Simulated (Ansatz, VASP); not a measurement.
**SiC: VASP beside Ansatz**

Wanted: the spread between two codes on one cell, functional and k mesh. The cell is taken from a series of runs on this material, whose earlier steps may have relaxed, scaled, displaced or heated it; both programs get it as it stands. Other levels of theory on this material are compared in a session of their own.

Main program and level: Ansatz 0.2.0; plane waves, with VASP 6.6.1 beside it; relaxation of cell and atoms at LDA.

### 1. The starting structure

The structure is hexagonal, space group P6_3mc (No. 186). The conventional cell has a = 3.059 Å, b = 3.059 Å, c = 10.012 Å, α = 90.00°, β = 90.00°, γ = 120.00°. Nearest to C lie 4 Si at 1.87 to 1.88 Å. Nearest to Si lie 4 C at 1.87 to 1.88 Å. Nearest to Si lie 4 C at 1.87 to 1.88 Å. Farther neighbours are not listed.

### 2. VASP: relaxation of cell and atoms, LDA

The relaxed volume is the usual yardstick between codes: in a stiff, nearly cubic crystal its relative difference is about their pressure difference at one cell divided by the bulk modulus.

Lines of VASP's logs that name or quote its potential files are left out, and so is its time.

Input file INCAR:

```
SYSTEM = SiC
PREC = Accurate
ENCUT = 600
EDIFF = 1E-07
NELM = 120
ISMEAR = 0
SIGMA = 0.01
LREAL = .FALSE.
ALGO = Normal
GGA = PW92
NBANDS = 24
LORBIT = 11
LWAVE = .FALSE.
LCHARG = .FALSE.
ISIF = 3
IBRION = 2
NSW = 80
EDIFFG = -0.005
LASPH = .TRUE.
GGA_COMPAT = .FALSE.
NELMIN = 4
EFERMI = MIDGAP
KPAR = 2
```

Input file POSCAR:

```
SiC
1.0
    3.0586960000      0.0000000000      0.0000000000
   -1.5293480000      2.6489090000      0.0000000000
    0.0000000000      0.0000000000     10.0124290000
C Si
4 4
Direct
    0.6666667296      0.3333334592      0.7498056665
    0.3333332704      0.6666665408      0.2498057165
    0.0000000000      0.0000000000      0.5004458958
    0.0000000000      0.0000000000      0.0004458459
    0.6666667296      0.3333334592      0.9378447528
    0.3333332704      0.6666665408      0.4378448027
    0.0000000000      0.0000000000      0.6879027057
    0.0000000000      0.0000000000      0.1879026558
```

Input file KPOINTS:

```
Automatic mesh
0
Gamma
9 9 4
0 0 0
```

The projector-augmented-wave data sets are C and Si (LDA family, release 64).

On the command line:

```console
mpirun -np 2 vasp_std
```

Numbers of over 12 decimals in the logs are rounded to 6 here.

What it wrote:

```text
[banner, memory and clock lines left out]
running    2 mpi-ranks, on    1 nodes
 distrk:  each k-point on    1 cores,    2 groups
 distr:  one band on    1 cores,    1 groups

 POSCAR found type information on POSCAR C Si
 POSCAR found :  2 types and       8 ions
|                                                                             |
|               ----> ADVICE to this user running VASP <----                  |
|                                                                             |
|     You enforced a specific xc type in the INCAR file but a different       |
|     [... a line on the potential file left out ...]
|     I HOPE YOU KNOW WHAT YOU ARE DOING!                                     |
|                                                                             |

 LDA part: xc-table for (Slater(with rela. corr.)+PW92), standard interpolation
 POSCAR, INCAR and KPOINTS ok, starting setup
 FFT: planning ... GRIDC
 FFT: planning ... GRID_SOFT
 FFT: planning ... GRID
 WAVECAR not read
 entering main loop
       N       E                     dE             d eps       ncg     rms          rms(c)
DAV:   1     0.832176753262E+02    0.83218E+02   -0.15998E+04  1728   0.135E+03
DAV:   2    -0.676766453306E+02   -0.15089E+03   -0.14027E+03  2416   0.214E+02
DAV:   3    -0.749447508371E+02   -0.72681E+01   -0.72238E+01  2304   0.454E+01
DAV:   4    -0.750422672863E+02   -0.97516E-01   -0.97443E-01  2192   0.629E+00
DAV:   5    -0.750442349091E+02   -0.19676E-02   -0.19672E-02  2288   0.843E-01    0.186E+01
DAV:   6    -0.669800238160E+02    0.80642E+01   -0.23884E+01  2224   0.221E+01    0.853E+00
DAV:   7    -0.667132290244E+02    0.26679E+00   -0.22588E+00  2384   0.707E+00    0.338E+00
DAV:   8    -0.666419726560E+02    0.71256E-01   -0.14006E-01  2112   0.184E+00    0.112E+00
DAV:   9    -0.666307784838E+02    0.11194E-01   -0.19791E-02  2240   0.758E-01    0.159E-01
DAV:  10    -0.666308732618E+02   -0.94778E-04   -0.95707E-04  2184   0.177E-01    0.852E-02
DAV:  11    -0.666308833015E+02   -0.10040E-04   -0.34060E-05  2248   0.393E-02    0.216E-02
DAV:  12    -0.666308785466E+02    0.47549E-05   -0.91228E-06  2208   0.149E-02    0.943E-03
DAV:  13    -0.666308780154E+02    0.53114E-06   -0.20208E-06  2256   0.644E-03    0.134E-03
DAV:  14    -0.666308780178E+02   -0.23842E-08   -0.71980E-08  1544   0.182E-03
   1 F= -.66630878E+02 E0= -.66630878E+02  d E =-.666309E+02
 curvature:   0.00 expect dE= 0.000E+00 dE for cont linesearch  0.000E+00
 trial: gam= 0.00000 g(F)=  0.120E-06 g(S)=  0.277E-04 ort = 0.000E+00 (trialstep = 0.100E+01)
 search vector abs. value=  0.278E-04
 bond charge predicted
       N       E                     dE             d eps       ncg     rms          rms(c)
DAV:   1    -0.666308885790E+02   -0.10564E-04   -0.47698E-04  2176   0.138E-01    0.262E-02
DAV:   2    -0.666308789855E+02    0.95934E-05   -0.20651E-05  2144   0.250E-02    0.132E-02
DAV:   3    -0.666308764885E+02    0.24971E-05   -0.63658E-06  2192   0.123E-02    0.257E-03
DAV:   4    -0.666308762503E+02    0.23818E-06   -0.58043E-07  2184   0.384E-03    0.104E-03
DAV:   5    -0.666308762128E+02    0.37477E-07   -0.47310E-08  1368   0.117E-03
   2 F= -.66630876E+02 E0= -.66630876E+02  d E =0.180500E-05
 trial-energy change:    0.000002  1 .order    0.000001   -0.000028    0.000031
 step:   0.4656(harm=  0.4763)  dis= 0.00002  next Energy=   -66.630884 (dE=-0.644E-05)
 bond charge predicted
       N       E                     dE             d eps       ncg     rms          rms(c)
DAV:   1    -0.666308879418E+02   -0.11691E-04   -0.13640E-04  2136   0.738E-02    0.140E-02
DAV:   2    -0.666308852249E+02    0.27169E-05   -0.59838E-06  2136   0.135E-02    0.704E-03
DAV:   3    -0.666308845188E+02    0.70607E-06   -0.18129E-06  2160   0.657E-03    0.141E-03
DAV:   4    -0.666308844437E+02    0.75101E-07   -0.15372E-07  1376   0.207E-03
   3 F= -.66630884E+02 E0= -.66630884E+02  d E =-.642591E-05
 curvature:  -0.24 expect dE=-0.194E-07 dE for cont linesearch -0.644E-09
 trial: gam=-0.00694 g(F)=  0.700E-07 g(S)=  0.113E-07 ort = 0.274E-06 (trialstep = 0.893E+00)
 search vector abs. value=  0.790E-07
 reached required accuracy - stopping structural energy minimisation
```

Parts of OUTCAR (step 2):

```text
ion  position               nearest neighbor table
   1  0.667  0.333  0.750-   7 1.87   7 1.87   7 1.87   5 1.88
   2  0.333  0.667  0.250-   8 1.87   8 1.87   8 1.87   6 1.88
   3  0.000  0.000  0.500-   6 1.87   6 1.87   6 1.87   7 1.88
   4  0.000  0.000  0.000-   5 1.87   5 1.87   5 1.87   8 1.88
   5  0.667  0.333  0.938-   4 1.87   4 1.87   4 1.87   1 1.88   7 3.06   7 3.06   7 3.06   8 3.06
                             8 3.06   8 3.06
   6  0.333  0.667  0.438-   3 1.87   3 1.87   3 1.87   2 1.88   8 3.06   8 3.06   8 3.06   7 3.06
                             7 3.06   7 3.06
   7  0.000  0.000  0.688-   1 1.87   1 1.87   1 1.87   3 1.88   5 3.06   5 3.06   5 3.06   6 3.06
                             6 3.06   6 3.06
   8  0.000  0.000  0.188-   2 1.87   2 1.87   2 1.87   4 1.88   6 3.06   6 3.06   6 3.06   5 3.06
                             5 3.06   5 3.06

  LATTYP: Found a hexagonal cell.
 ALAT       =     3.0586960000
 C/A-ratio  =     3.2734305730

 Subroutine GETGRP returns: Found 12 space group operations
 (whereof  6 operations were pure point group operations)

The static configuration has the point symmetry C_3v.
 The point group associated with its full space group is C_6v.

 Found     36 irreducible k-points:

   k-points           NKPTS =     36   k-points in BZ     NKDIM =     36   number of bands    NBANDS=     24

   dimension x,y,z NGX =    24 NGY =   24 NGZ =   80
   dimension x,y,z NGXF=    48 NGYF=   48 NGZF=  160

   ENCUT  =  600.0 eV  44.10 Ry    6.64 a.u.   6.11  6.11 20.00*2*pi/ulx,y,z

   NELECT =      32.0000    total number of electrons

 k-points in reciprocal lattice and weights: Automatic mesh
   0.00000000  0.00000000  0.00000000       0.003
   0.11111111  0.00000000  0.00000000       0.019
   0.22222222  0.00000000  0.00000000       0.019
   0.33333333  0.00000000  0.00000000       0.019
   0.44444444  0.00000000  0.00000000       0.019
   0.11111111  0.11111111  0.00000000       0.019
   0.22222222  0.11111111  0.00000000       0.037
   0.33333333  0.11111111  0.00000000       0.037
   0.44444444  0.11111111  0.00000000       0.019
[...]
0.33333333  0.22222222  0.50000000       0.037
   0.33333333  0.33333333  0.50000000       0.006

 average (electrostatic) potential at core
       1 -48.7154       2 -48.7154       3 -48.7753       4 -48.7753       5 -81.6864
       6 -81.6864       7 -81.6408       8 -81.6407

 E-fermi :   9.5075

 k-point     1 :       0.0000    0.0000    0.0000
  band No.  band energies     occupation
    ...
     12       7.7746      2.00000
     13       7.7746      2.00000
     14       8.3088      2.00000
     15       8.3613      2.00000
     16       8.3613      2.00000
     17      13.5862      0.00000
     18      14.1568      0.00000
     19      14.7954      0.00000
     20      14.9244      0.00000
     21      15.3515      0.00000
    ...

 k-point     2 :       0.1111    0.0000    0.0000
  band No.  band energies     occupation
    ...
     12       7.3889      2.00000
     13       7.4772      2.00000
     14       7.6101      2.00000
     15       8.1637      2.00000
     16       8.2644      2.00000
     17      13.7698      0.00000
     18      14.4117      0.00000
     19      14.4534      0.00000
     20      15.0982      0.00000
     21      15.3361      0.00000
    ...

 k-point     3 :       0.2222    0.0000    0.0000
  band No.  band energies     occupation
    ...
     12       6.0560      2.00000
     13       6.8254      2.00000
     14       6.8700      2.00000
     15       7.6922      2.00000
     16       7.9198      2.00000
     17      12.4298      0.00000
     18      13.0262      0.00000
     19      13.6392      0.00000
     20      14.7569      0.00000
     21      15.4123      0.00000
    ...

  Total       -0.0007982     -0.0007982      0.0007745      0.0000000      0.0000000      0.0000000
  in kB       -0.0157696     -0.0157696      0.0153013      0.0000000      0.0000000      0.0000000
  external PRESSURE =      -0.0054126 kB  Pullay stress =       0.0000000 kB

  energy-cutoff  :      600.00
  volume of cell :       81.10
      direct lattice vectors                 reciprocal lattice vectors
     3.058324379  0.000000000 -0.000000000     0.326976434  0.188779892 -0.000000000
    -1.529162189  2.648587166  0.000000000     0.000000000  0.377559785  0.000000000
     0.000000000  0.000000000 10.011609566     0.000000000  0.000000000  0.099884039

 POSITION                                       TOTAL-FORCE (eV/Angst)
 -----------------------------------------------------------------------------------
      1.52916      0.88286      7.50676         0.000000     -0.000000      0.000399
     -0.00000      1.76572      2.50095         0.000000     -0.000000      0.000399
      0.00000      0.00000      5.01027        -0.000000     -0.000000      0.000446
      0.00000      0.00000      0.00447        -0.000000     -0.000000      0.000446
      1.52916      0.88286      9.38935        -0.000000     -0.000000     -0.000355
     -0.00000      1.76572      4.38355        -0.000000     -0.000000     -0.000355
      0.00000      0.00000      6.88700        -0.000000      0.000000     -0.000491
      0.00000      0.00000      1.88119         0.000000     -0.000000     -0.000491
 -----------------------------------------------------------------------------------
    total drift:                               -0.000000     -0.000000     -0.000042

  FREE ENERGIE OF THE ION-ELECTRON SYSTEM (eV)
  ---------------------------------------------------
  free  energy   TOTEN  =       -66.6308844437 eV

  energy  without entropy=      -66.6308844437  energy(sigma->0) =      -66.63088444

 reached required accuracy - stopping structural energy minimisation

 total charge
# of ion       s       p       d       tot
------------------------------------------
    1        0.829   1.732   0.000   2.562
    2        0.829   1.732   0.000   2.562
    3        0.829   1.731   0.000   2.560
    4        0.829   1.731   0.000   2.560
    5        0.714   0.996   0.000   1.711
    6        0.714   0.996   0.000   1.711
    7        0.715   0.995   0.000   1.710
    8        0.715   0.995   0.000   1.710
--------------------------------------------------
tot          6.177  10.908   0.000  17.085

[... 3 further parts left out ...]
```

(Continued in part 2 of 2.)

[Lines on the potential files, build, host, timing and source positions are cut from VASP's logs without a mark.]

[Logs are printed without paths, hosts, clocks, repeated set-up lines and the standing remarks that a program may print on its own settings, such as how far it seeks lower states.]

[Hosts, paths, dates, database ids (printed as entryN), source tags and the programs' standing remarks are cut or masked in the printed files.]
